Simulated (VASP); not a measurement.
The input files of a VASP run:

File KPOINTS:
```
kpoints
0
G
3 3 3
```

**INCAR**
```
ALGO = Normal
EDIFF = 1E-6
ENCUT = 120
GGA = PE
ISIF = 2
ISMEAR = 0
LASPH = .TRUE.
LCHARG = .FALSE.
LMAXMIX = 4
LREAL = .FALSE.
LWAVE = .FALSE.
NELM = 100
PREC = Accurate
SIGMA = 0.05
SYSTEM = RuS2
```

### POSCAR
```
RuS2
1
    5.5455880000     0.0000000000     0.0000000000
    0.0000000000     5.5455880000     0.0000000000
    0.0000000000     0.0000000000     5.5455880000
Ru S
4 8
Direct
  0.0000000000   0.5000000000   0.5000000000
  0.5000000000   0.5000000000   0.0000000000
  0.5000000000   0.0000000000   0.5000000000
  0.0000000000   0.0000000000   0.0000000000
  0.3882000000   0.1118000000   0.8882000000
  0.6118000000   0.8882000000   0.1118000000
  0.1118000000   0.8882000000   0.3882000000
  0.8882000000   0.1118000000   0.6118000000
  0.8882000000   0.3882000000   0.1118000000
  0.1118000000   0.6118000000   0.8882000000
  0.6118000000   0.6118000000   0.6118000000
  0.3882000000   0.3882000000   0.3882000000
```

POTCAR, in this order: Ru_pv S (PBE.64 set). Program: vasp_std.

### Question
Translate this PBE calculation to Ansatz.

### Answer
One equivalent input (not run):
Ansatz 0.2 input:
```yaml
crystal:
  lattice:
    - [5.5455880, 0.0000000, 0.0000000]
    - [0.0000000, 5.5455880, 0.0000000]
    - [0.0000000, 0.0000000, 5.5455880]
  atoms:
    - { symbol: Ru, position: [0.0000000, 0.5000000, 0.5000000] }
    - { symbol: Ru, position: [0.5000000, 0.5000000, 0.0000000] }
    - { symbol: Ru, position: [0.5000000, 0.0000000, 0.5000000] }
    - { symbol: Ru, position: [0.0000000, 0.0000000, 0.0000000] }
    - { symbol: S, position: [0.3882000, 0.1118000, 0.8882000] }
    - { symbol: S, position: [0.6118000, 0.8882000, 0.1118000] }
    - { symbol: S, position: [0.1118000, 0.8882000, 0.3882000] }
    - { symbol: S, position: [0.8882000, 0.1118000, 0.6118000] }
    - { symbol: S, position: [0.8882000, 0.3882000, 0.1118000] }
    - { symbol: S, position: [0.1118000, 0.6118000, 0.8882000] }
    - { symbol: S, position: [0.6118000, 0.6118000, 0.6118000] }
    - { symbol: S, position: [0.3882000, 0.3882000, 0.3882000] }
kpoints:
  mp_grid: { grid: [3, 3, 3] }
hamiltonian:
  xc: pbe
  pseudopotentials: { kind: paw }
scf:
  occupations: { method: gaussian, width: 0.05 }
  max_iter: 100
output: { forces: true, stress: true, eigenvalues: true }
```
Limits of the translation: each code has its own PAW files, so the cut-off isn't converted (ENCUT is set for VASP's; basis.ecutwfc is left out, and Ansatz then takes the one that its files recommend); Ansatz stops its SCF on the density residual and VASP on the energy change (EDIFF).

The structure comes from a computed database's RuS2 entry; how it stands against other phases isn't given here. The cell was not relaxed at this level. The run is one of a series of settings (ENCUT = 120 against the base run), some of them coarse on purpose.
